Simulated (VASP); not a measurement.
An input for Quantum ESPRESSO's pw.x (written as the equivalent of a VASP run, and not itself run):

```
&CONTROL
  calculation = 'vc-relax'
  pseudo_dir = './pseudo'
  outdir = './out'
  tprnfor = .true.
  tstress = .true.
  nstep = 40
  forc_conv_thr = 0.00078
/
&SYSTEM
  ibrav = 0
  nat = 3
  ntyp = 2
  ecutwfc = 84
  occupations = 'smearing'
  smearing = 'methfessel-paxton'
  degauss = 0.00735
  input_dft = 'pbe'
/
&ELECTRONS
  conv_thr = 7.3e-08
  electron_maxstep = 100
/
&IONS
/
&CELL
  press = 300
/
ATOMIC_SPECIES
  Mg 24.305 Mg.upf
  B 10.810 B.upf
CELL_PARAMETERS angstrom
     1.4926826   -2.5854014    0.0000000
     1.4926826    2.5854014    0.0000000
     0.0000000    0.0000000    3.3334603
ATOMIC_POSITIONS crystal
  Mg   0.0000000  0.0000000  0.0000000
  B    0.3333330  0.6666670  0.5000000
  B    0.6666670  0.3333330  0.5000000
K_POINTS automatic
  12 12 9 0 0 0
```

Task: Write the VASP files for the same calculation (PBE).

Result: Several could match; the one computed here: 
File KPOINTS:
```
kpoints
0
gamma
12 12 9
```

**POSCAR**
```
MgB2
1
    1.4926825696    -2.5854014132     0.0000000000
    1.4926825696     2.5854014132     0.0000000000
    0.0000000000     0.0000000000     3.3334603477
Mg B
1 2
Direct
  0.0000000000   0.0000000000   0.0000000000
  0.3333330000   0.6666670000   0.5000000000
  0.6666670000   0.3333330000   0.5000000000
```

### INCAR
```
ALGO = Normal   # blocked Davidson
GGA = PE
SIGMA = 0.1   # width (eV)
LASPH = .True.   # aspherical one-centre terms
ISMEAR = 1   # Methfessel-Paxton
PREC = Accurate
LREAL = .False.   # projection in real space or not
EDIFFG = -0.02
LWAVE = .False.
SYSTEM = MgB2
ISIF = 3
NSW = 40   # most ionic steps
EDIFF = 1E-6
IBRION = 2   # conjugate gradients
NELM = 100   # most electronic steps
PSTRESS = 300
LCHARG = .False.
ENCUT = 620
```

POTCAR, in this order: Mg B (PBE.64 set). Program: vasp_std.

What does not carry over: the potentials are each code's own (VASP's PAW set, PseudoDojo norm-conserving files in pw.x), so ENCUT and ecutwfc are chosen apart and not converted; conv_thr bounds pw.x's estimated SCF error, while EDIFF bounds the energy change between steps; forc_conv_thr acts on force components and is met together with etot_conv_thr.

The compound is MgB2 in the AlB2 type structure. This run relaxes it under an external pressure of 30 GPa. Symmetry was kept, so distortions that lower it aren't found.
